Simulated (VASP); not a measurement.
Data:

```
CELL_PARAMETERS angstrom
      3.15000     0.00000     0.00000
      0.00000     3.15000     0.00000
      0.00000     0.00000     3.15000
ATOMIC_POSITIONS crystal
  Zn 0.50000 0.50000 0.50000
  Au 0.00000 0.00000 0.00000
```

Calculation: PW91 GGA, VASP's PBE PAW potentials (set 64) (plane waves; VASP 6.6.1). Settings: 520 eV cut-off, 10×10×10 Γ-centred mesh, first-order Methfessel-Paxton smearing of 0.10 eV, potentials Zn Au.

Energy and stress use the plane-wave basis of the starting cell.

The ions, cell shape and volume are relaxed. Give the cell that the relaxation ends in.

```
CELL_PARAMETERS angstrom
      3.19155     0.00000     0.00000
      0.00000     3.19155     0.00000
      0.00000     0.00000     3.19155
ATOMIC_POSITIONS crystal
  Zn 0.50000 0.50000 0.50000
  Au 0.00000 0.00000 0.00000
```
Space group Pm-3m (221), at a tolerance of 0.03 Å.

How do energy and volume change from the first to the last step?

The energy (σ→0) changes by -9.6 meV/atom and the volume by +4.0 %, in 3 ionic steps.

The compound is AuZn in the CsCl type structure. This run relaxes it. Symmetry was kept, so distortions that lower it aren't found. The electron count is odd and the run is not spin-polarised, which forces a metal.
